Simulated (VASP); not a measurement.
The input files of a VASP run:

**KPOINTS**
```
Regular mesh
0
gamma
 13 13 13
```

File POSCAR:
```
ZrC
1
    0.0000000000     2.3554802723     2.3554802723
    2.3554802723     0.0000000000     2.3554802723
    2.3554802723     2.3554802723     0.0000000000
Zr C
1 1
Direct
  0.0000000000   0.0000000000   0.0000000000
  0.5000000000   0.5000000000   0.5000000000
```

### INCAR
```
SYSTEM = ZrC
PREC = Accurate
ENCUT = 520
EDIFF = 1E-7
NELM = 100
ALGO = Normal
LREAL = .FALSE.
LASPH = .TRUE.
ISMEAR = 1
SIGMA = 0.1
GGA = PE
LMAXMIX = 4
LWAVE = .FALSE.
LCHARG = .FALSE.
ISIF = 2
```

POTCAR, in this order: Zr_sv C (PBE.64 set). Program: vasp_std.

### Question
Write an equivalent input for Ansatz.

### Answer
One equivalent input (not run):
Ansatz 0.2 input:
```yaml
crystal:
  lattice:
    - [0.0000000, 2.3554803, 2.3554803]
    - [2.3554803, 0.0000000, 2.3554803]
    - [2.3554803, 2.3554803, 0.0000000]
  atoms:
    - { symbol: Zr, position: [0.0000000, 0.0000000, 0.0000000] }
    - { symbol: C, position: [0.5000000, 0.5000000, 0.5000000] }
kpoints:
  mp_grid: { grid: [13, 13, 13] }
hamiltonian:
  xc: pbe
  pseudopotentials: { kind: paw }
scf:
  occupations: { method: methfessel_paxton, width: 0.1 }
  max_iter: 100
output: { forces: true, stress: true, eigenvalues: true }
```
What does not carry over: each code has its own PAW files, so the cut-off isn't converted (ENCUT is set for VASP's; basis.ecutwfc is left out, and Ansatz then takes the one that its files recommend); Ansatz stops its SCF on the density residual and VASP on the energy change (EDIFF).

The compound is ZrC in the rock salt structure. It was relaxed first.
